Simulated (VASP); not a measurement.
```yaml
crystal:
  lattice:
    - [2.91019, 0.00000, 0.00000]
    - [0.00000, 2.91019, 0.00000]
    - [0.00000, 0.00000, 2.91019]
  atoms:
    - { symbol: Zn, position: [0.50000, 0.50000, 0.50000] }
    - { symbol: Cu, position: [0.00000, 0.00000, 0.00000] }
```

Level of theory: PBE GGA with D3 dispersion (zero damping), VASP's PBE PAW potentials (set 64) (plane waves; VASP). Settings: 520 eV cut-off, Gaussian smearing of 0.050 eV, potentials Zn Cu.

Problem. Give the energies of bands 4 to 14 at the high-symmetry points, in eV from the Fermi level.

Solution. 
| band | Γ | X | M | R |
|---|---|---|---|---|
| 4 | -7.23 | -7.40 | -7.52 | -6.91 |
| 5 | -7.23 | -7.14 | -6.92 | -6.91 |
| 6 | -7.23 | -6.33 | -4.78 | -4.46 |
| 7 | -3.70 | -5.23 | -3.48 | -4.46 |
| 8 | -3.70 | -3.84 | -2.96 | -4.46 |
| 9 | -2.81 | -3.40 | -2.96 | -2.55 |
| 10 | -2.81 | -3.40 | -2.57 | -2.55 |
| 11 | -2.81 | -2.90 | -2.01 | 4.11 |
| 12 | 6.35 | -2.05 | -2.01 | 4.42 |
| 13 | 6.35 | 12.02 | 1.90 | 4.42 |
| 14 | 6.35 | 12.02 | 2.24 | 4.42 |

It has no gap at this level: it comes out as a metal or semimetal.

The compound is CuZn in the CsCl type structure. It was relaxed first. The electron count is odd and the run is not spin-polarised, which forces a metal.
